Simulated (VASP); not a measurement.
An input for Ansatz (written as the equivalent of a VASP run, and not itself run):

Ansatz 0.2 input:
```yaml
crystal:
  lattice:
    - [3.5100804, -6.0489239, 0.0034059]
    - [1.7417409, 3.0167833, 0.0000000]
    - [0.0027415, -0.0015828, 5.6567984]
  atoms:
    - { symbol: In, position: [0.3404362, 0.3404352, 0.4995528] }
    - { symbol: In, position: [0.1659298, 0.6659308, 0.9991181] }
    - { symbol: In, position: [0.8270784, 0.3270774, 0.4991733] }
    - { symbol: N, position: [0.3557976, 0.3557966, 0.8852624] }
    - { symbol: N, position: [0.1645220, 0.6645230, 0.3831440] }
    - { symbol: N, position: [0.8131613, 0.3131603, 0.8902590] }
    - { symbol: N, position: [0.6683802, 0.6683812, 0.3499866] }
    - { symbol: Ga, position: [0.6646946, 0.6646956, 0.0015039] }
kpoints:
  mp_grid: { grid: [4, 7, 4] }
hamiltonian:
  xc: pbe
  pseudopotentials: { kind: paw }
scf:
  occupations: { method: gaussian, width: 0.05 }
  max_iter: 100
output: { forces: true, stress: true, eigenvalues: true }
```

Task: Write the VASP files for the same calculation (PBE).

Result: Several could match; the one computed here: 
**INCAR**
```
SYSTEM = GaIn3N4
PREC = Accurate; ENCUT = 500; LREAL = .False.
LASPH = .True.
EDIFF = 1E-6; NELM = 100; ALGO = Normal
LMAXMIX = 4
ISMEAR = 0; SIGMA = 0.05
GGA = PE
LWAVE = .False.; LCHARG = .True.
```

### POSCAR
```
GaIn3N4
1
    3.5100804262    -6.0489238730     0.0034058705
    1.7417409079     3.0167832858     0.0000000000
    0.0027415416    -0.0015828299     5.6567983819
In N Ga
3 4 1
Direct
  0.3404362297   0.3404352297   0.4995528166
  0.1659297609   0.6659307609   0.9991181285
  0.8270783731   0.3270773731   0.4991732710
  0.3557976332   0.3557966332   0.8852623505
  0.1645220054   0.6645230054   0.3831440003
  0.8131612781   0.3131602781   0.8902589842
  0.6683801663   0.6683811663   0.3499865527
  0.6646945534   0.6646955534   0.0015038960
```

**KPOINTS**
```
Automatic mesh
0
Gamma
4 7 4
0 0 0
```

POTCAR, in this order: In_d N Ga_d (PBE.64 set). Program: vasp_std.

What does not carry over: each code has its own PAW files, so the cut-off isn't converted (ENCUT is set for VASP's; basis.ecutwfc is left out, and Ansatz then takes the one that its files recommend); Ansatz stops its SCF on the density residual and VASP on the energy change (EDIFF).

The structure was generated: GaIn3N4 was put into an ordered model structure (Pm), which need not be its known phase. It was relaxed first.
